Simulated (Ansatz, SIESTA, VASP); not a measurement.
## One structure in several programs: ZnPdF₆ (P1, 8 atoms in the cell)

Self-consistent single point.

```
ZnPdF6
1.0
    2.46849     1.42518     4.55562
   -2.46849     1.42518     4.55562
    0.00000    -2.85037     4.55562
Zn Pd F
1 1 6
Direct
  0.50638   0.47222   0.49887
  0.99775   0.98992   0.00665
  0.23687   0.90722   0.60682
  0.77048   0.06965   0.41015
  0.58564   0.24357   0.92063
  0.39979   0.78685   0.06213
  0.87394   0.63718   0.24854
  0.12915   0.39340   0.74621
```

Shared settings, as Ansatz (a quantum-chemistry and plane-wave program) writes them: kpoints.mp_grid.grid = 4 4 4; magnetization.spin_orbit = true; scf.occupations.method = fermi_dirac; scf.occupations.width = 0.0007 Ry. Potentials and cutoffs stand in the table.

```csv
code,model,pressure (GPa),largest force (eV/Å),gap on the mesh (eV),cutoff
Ansatz,"PBEsol with spin-orbit coupling, PAW files made with PBE",0.83,3.712,1.504,default
VASP,"PBEsol, spin-orbit coupling, VASP's PBE PAW potentials (set 64)",-10.26,3.790,1.468,400 eV
SIESTA,"GGA PBEsol with spin-orbit coupling, numerical atomic orbitals DZP, PseudoDojo PBEsol fully relativistic norm-conserving potentials (rewritten from UPF to PSML)",–,4.004,1.372,grid 350 Ry
```

Size of the force on each atom (eV/Å): Sizes of forces hide their directions.

```tsv
code	Zn1	Pd2	F3	F4	F5	F6	F7	F8
Ansatz	1.483	3.712	0.318	0.578	1.042	1.002	2.019	2.754
VASP	1.602	3.790	0.293	0.590	1.057	1.036	2.091	2.896
SIESTA	1.611	4.004	0.187	0.286	0.734	1.250	2.552	2.838
```

A dash marks a value that a program does not give, or that is left out as unsure.

Gaps are read on the mesh.

The spread over the programs that give each value: pressure within 11.09 GPa; largest force within 0.292 eV/Å; gap on the mesh within 0.132 eV.

SIESTA uses small atom-centred bases, whose incompleteness enters pressures, forces and empty levels differently from a plane-wave cutoff. Ansatz's pressure is given at a fixed set of plane waves, as the other plane-wave codes print theirs; with its correction for the finite basis it is 1.39 GPa (the shift of 0.56 GPa shows how far the cutoff is from converged). In the force vectors, SIESTA (by 0.498) lies more than 0.08 eV/Å from the median of the plane-wave programs.

VASP's run is marked for a possible Pulay error in its stress at this cutoff; no cutoff test was made.

The starting cell comes from a database of computed structures (which also holds hypothetical and non-ambient phases and stackings), without a prior relaxation at this level. Its atoms were displaced at random from the sites of space group no. 148.

Keys are those of Ansatz 0.2.
